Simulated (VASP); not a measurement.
## XPS shifts in Al10HC

Wanted: the chemical shifts that photoemission would resolve in Al10HC.

Method: PBE; plane waves and PAW (H, C, Al), in the first sound run; inputs show where later runs differ, in VASP 6.6.1.

This is a report of a sequence of runs, with most program output left out.

### 1. Starting point

The cell holds 12 atoms: 1 H, 1 C and 10 Al. Its edges and angles: a = 5.713 Å, b = 2.857 Å, c = 25.330 Å, α = 90.0°, β = 90.0°, γ = 90.0°. It derives from Al. Adsorbate: added CH, site hollow, coverage in monolayers 0.5, cell 2x1, faces one. Regions: adsorbate, 2 atoms (1 H and 1 C); layer 1, 2 atoms (2 Al); layer 2, 2 atoms (2 Al); layer 3, 2 atoms (2 Al); other layers, 4 atoms (4 Al). Vacuum lies along c.

### 2. Relaxation

The free atoms are relaxed first inside the given cell, which is kept (ISIF = 0), since core levels depend on the positions.

Contents of INCAR:

```
SYSTEM = Al10HC
PREC = Normal
ENCUT = 400
EDIFF = 1E-05
NELM = 100
ISMEAR = 0
SIGMA = 0.1
LREAL = Auto
ALGO = Fast
GGA = PE
NBANDS = 29
LWAVE = .FALSE.
LCHARG = .FALSE.
KPAR = 2
NCORE = 4
IBRION = 2
NSW = 50
ISIF = 0
EDIFFG = -0.05
```

Contents of POSCAR:

```
Al10HC
1.0
    5.7134227920      0.0000000000      0.0000000000
    0.0000000000      2.8567113960      0.0000000000
    0.0000000000      0.0000000000     25.3300000000
H C Al
1 1 10
Selective dynamics
Direct
    0.2514383630      0.5000000000      0.7039084090  T T T
    0.2520980870      0.5000000000      0.6604816420  T T T
    0.0000000000      0.0000000000      0.6150809320  T T T
    0.5000000000      0.0000000000      0.6150809320  T T T
    0.2500000000      0.5000000000      0.5353335970  T T T
    0.7500000000      0.5000000000      0.5353335970  T T T
    0.0000000000      0.0000000000      0.4555862610  F F F
    0.5000000000      0.0000000000      0.4555862610  F F F
    0.2500000000      0.5000000000      0.3758389260  F F F
    0.7500000000      0.5000000000      0.3758389260  F F F
    0.0000000000      0.0000000000      0.2960915910  F F F
    0.5000000000      0.0000000000      0.2960915910  F F F
```

Contents of KPOINTS:

```
Automatic mesh
0
Gamma
3 6 1
0 0 0
```

PAW data sets: H, C and Al (PBE family, release 64).

Run with:

```
> mpirun -np 8 vasp_std
```

Elapsed: 51 s, on 8 MPI ranks of Intel Xeon Platinum 8259CL at 2.50GHz (Skylake/Cascade Lake), shared host; peak memory 1.2 GiB.

This run has no spin polarisation. The run keeps the 2 symmetry operations of its start, so it cannot find a distortion of lower symmetry.

Step by step:

| step | energy less that of the first step (eV) | largest force (eV/Å) |
| --- | --- | --- |
| 1 | 0.0000 | 2.7981 |
| 2 | -0.3572 | 2.7839 |
| 3 | -0.3597 | 2.6545 |
| 4 | -0.6108 | 0.8022 |
| 5 | -0.6116 | 0.6931 |
| 6 | -0.6329 | 1.1627 |
| 7 | -0.6371 | 0.6345 |
| 8 | -0.6573 | 0.2894 |
| 9 | -0.6583 | 0.2303 |
| 10 | -0.6646 | 0.2402 |
| 11 | -0.6682 | 0.2528 |
| 12 | -0.6649 | 0.5493 |
| 13 | -0.6694 | 0.2397 |
| 14 | -0.6696 | 0.2431 |

The atoms that moved most (Å):

| atom | dx | dy | dz | length |
| --- | --- | --- | --- | --- |
| Al3 | 0.074 | 0.000 | 0.168 | 0.183 |
| C2 | -0.007 | 0.000 | -0.182 | 0.183 |
| Al4 | -0.065 | 0.000 | 0.166 | 0.178 |
| H1 | -0.001 | 0.000 | -0.173 | 0.173 |
| Al6 | 0.000 | 0.000 | 0.078 | 0.078 |
| Al5 | -0.001 | 0.000 | -0.050 | 0.050 |

Final coordinates:

```xyz
12
Lattice="5.7134 0.0000 0.0000 0.0000 2.8567 0.0000 0.0000 0.0000 25.3300" Properties=species:S:1:pos:R:3
H     1.4352    1.4284   17.6571
C     1.4333    1.4284   16.5475
Al    0.0738    0.0000   15.7478
Al    2.7915    0.0000   15.7456
Al    1.4278    1.4284   13.5096
Al    4.2851    1.4284   13.6380
Al    0.0000    0.0000   11.5400
Al    2.8567    0.0000   11.5400
Al    1.4284    1.4284    9.5200
Al    4.2851    1.4284    9.5200
Al    0.0000    0.0000    7.5000
Al    2.8567    0.0000    7.5000
```

Numbers from this step:

```
free energy (TOTEN)     : -47.81 eV
energy at zero smearing : -47.80 eV
Fermi energy            : 0.9734 eV
```

The forces on the free atoms are under 0.05 eV/Å, while the fixed ones keep up to 0.24 eV/Å.

### 3. Initial state

The cell without a hole gives, with ICORELEVEL = 1, the Kohn-Sham core levels of the initial state.

Contents of INCAR:

```
SYSTEM = Al10HC
PREC = Normal
ENCUT = 400
EDIFF = 1E-05
NELM = 120
ISMEAR = 0
SIGMA = 0.1
LREAL = Auto
ALGO = Fast
GGA = PE
NBANDS = 29
LORBIT = 11
LWAVE = .FALSE.
LCHARG = .FALSE.
KPAR = 2
NCORE = 4
ICORELEVEL = 1
ISIF = 0
LVHAR = .TRUE.
```

Contents of POSCAR:

```
Al10HC
1.0
    5.7134227920      0.0000000000      0.0000000000
    0.0000000000      2.8567113960      0.0000000000
    0.0000000000      0.0000000000     25.3300000000
H C Al
1 1 10
Direct
    0.2512055519      0.5000000000      0.6970806989
    0.2508690724      0.5000000000      0.6532773237
    0.0129232742      0.0000000000      0.6217058464
    0.4885945716      0.0000000000      0.6216204626
    0.2498977237      0.5000000000      0.5333444205
    0.7500007857      0.5000000000      0.5384135247
    0.0000000000      0.0000000000      0.4555862610
    0.5000000000      0.0000000000      0.4555862610
    0.2500000000      0.5000000000      0.3758389260
    0.7500000000      0.5000000000      0.3758389260
    0.0000000000      0.0000000000      0.2960915910
    0.5000000000      0.0000000000      0.2960915910
```

Contents of KPOINTS:

```
Automatic mesh
0
Gamma
4 7 1
0 0 0
```

Run with:

```
> mpirun -np 8 vasp_std
```

Elapsed: 17 s, on 8 MPI ranks; peak memory 1.2 GiB; 2.1 min of CPU time.

Numbers from this step:

- free energy (TOTEN): -47.52 eV
- energy at zero smearing: -47.51 eV
- Fermi energy: 1.018 eV

### 4. Core hole, atom Al3

This step: final-state core hole with the electron kept at the Fermi level, PBE; plane waves and PAW (Al, H, C, Al) (VASP 6.6.1).

System of this step: Al10HC. The cell holds 12 atoms: 10 Al, 1 H and 1 C. Cell: a = 5.713 Å, b = 2.857 Å, c = 25.330 Å, α = 90.0°, β = 90.0°, γ = 90.0°. It derives from Al. Adsorbate: added CH, site hollow, coverage in monolayers 0.5, cell 2x1, faces one. Vacuum lies along c.

A core electron of Al3 (2p) is moved to the Fermi level; this atom comes first in POSCAR as a species of its own.

Edit INCAR of step 3 so:

```diff
@@ -11,3 +11,2 @@
 NBANDS = 29
-LORBIT = 11
 LWAVE = .FALSE.
@@ -16,4 +15,7 @@
 NCORE = 4
-ICORELEVEL = 1
+ICORELEVEL = 2
+CLNT = 1
+CLN = 2
+CLL = 1
+CLZ = 1
 ISIF = 0
-LVHAR = .TRUE.
```

Edit POSCAR of step 3 so:

```diff
@@ -5,8 +5,8 @@
     0.0000000000      0.0000000000     25.3300000000
-H C Al
-1 1 10
+Al H C Al
+1 1 1 9
 Direct
+    0.0129232742      0.0000000000      0.6217058464
     0.2512055519      0.5000000000      0.6970806989
     0.2508690724      0.5000000000      0.6532773237
-    0.0129232742      0.0000000000      0.6217058464
     0.4885945716      0.0000000000      0.6216204626
```

KPOINTS is that of step 3.

PAW data sets: Al, H, C and Al (PBE family, release 64).

Run with:

```
> mpirun -np 8 vasp_std
```

It took 20 s on 8 MPI ranks; peak memory 1.2 GiB.

Numbers from this step:

| Property | Result |
| --- | --- |
| free energy (TOTEN) | -55.6595 eV |
| energy at zero smearing | -55.6459 eV |
| Fermi energy | 1.002 eV |

This is the reference for holes on Al.

### 5. Core hole, atom Al4

The same hole on the next atom.

INCAR is that of step 4.

Edit POSCAR of step 4 so:

```diff
@@ -8,6 +8,6 @@
 Direct
-    0.0129232742      0.0000000000      0.6217058464
+    0.4885945716      0.0000000000      0.6216204626
     0.2512055519      0.5000000000      0.6970806989
     0.2508690724      0.5000000000      0.6532773237
-    0.4885945716      0.0000000000      0.6216204626
+    0.0129232742      0.0000000000      0.6217058464
     0.2498977237      0.5000000000      0.5333444205
```

KPOINTS is that of step 4.

Run with:

```
> mpirun -np 8 vasp_std
```

Run time: 21 s. Hardware: 8 MPI ranks; peak memory 1.2 GiB.

Against the hole on Al3 the energy differs by +0.00 eV.

### 6. Core hole, atom Al7

INCAR is that of step 5.

Edit POSCAR of step 5 so:

```diff
@@ -8,3 +8,3 @@
 Direct
-    0.4885945716      0.0000000000      0.6216204626
+    0.0000000000      0.0000000000      0.4555862610
     0.2512055519      0.5000000000      0.6970806989
@@ -12,5 +12,5 @@
     0.0129232742      0.0000000000      0.6217058464
+    0.4885945716      0.0000000000      0.6216204626
     0.2498977237      0.5000000000      0.5333444205
     0.7500007857      0.5000000000      0.5384135247
-    0.0000000000      0.0000000000      0.4555862610
     0.5000000000      0.0000000000      0.4555862610
```

KPOINTS is that of step 5.

Run with:

```
> mpirun -np 8 vasp_std
```

Elapsed: 17 s, on 8 MPI ranks; peak memory 1.2 GiB.

Against the hole on Al3 the energy differs by -0.12 eV.

### 7. Summary

This step: core-level shifts, PBE; plane waves and PAW (VASP 6.6.1).

Derived from the runs above.

A positive shift is a higher binding energy. Cost is wall time times ranks on a shared host. Core-level shifts:

| atom | region | shell | Kohn-Sham level below the Fermi level (eV) | initial-state shift (eV) | final-state shift (eV) | shifts are from | cost (core minutes) |
| --- | --- | --- | --- | --- | --- | --- | --- |
| Al3 | layer 1 | 2p | 65.02 | 0 | 0 | Al3 | 2.61 |
| Al4 | layer 1 | 2p | 65.02 | -5.00e-4 | 1.85e-4 | Al3 | 2.8 |
| Al7 | layer 3 | 2p | 64.72 | -0.2972 | -0.1214 | Al3 | 2.32 |

### 8. Outcome

```
Al7 2p (layer 3), from Al3 : initial state -0.30 eV, final state -0.12 eV
```

**Reading.** Against Al3, Al7 is shifted by -0.30 eV in the initial state and by -0.12 eV with the hole (energies extrapolated to zero smearing). Al4 has the level of the reference atom in both states, as equivalent sites do. Only these atoms were given a hole, so other sites aren't ranked. The difference of the two pictures holds the screening of the hole, but also the cell's limits: holes repeat 2.9 Å apart, and the electron from the core stays in the cell, where it moves the Fermi energy by -0.02 to +0.10 eV; that is about as much as the final-state shift of Al7, or more, so there size and sign aren't settled. Cell size, mesh and smearing weren't varied between the hole runs, and no dipole correction was applied to the slab. On their mesh the free atoms carry forces of up to 0.35 eV/Å, since the relaxation used another. The other core electrons are frozen, spin-orbit splitting and multiplets are absent, and only shifts between atoms of one element are meaningful.

[Lines on the potential files, build, host, timing and source positions are cut from VASP's logs without a mark.]

[Logs are printed without paths, hosts, clocks, repeated set-up lines and the standing remarks that a program may print on its own settings, such as how far it seeks lower states.]

[Hosts, paths, dates, database ids (printed as entryN), source tags and the programs' standing remarks are cut or masked in the printed files.]
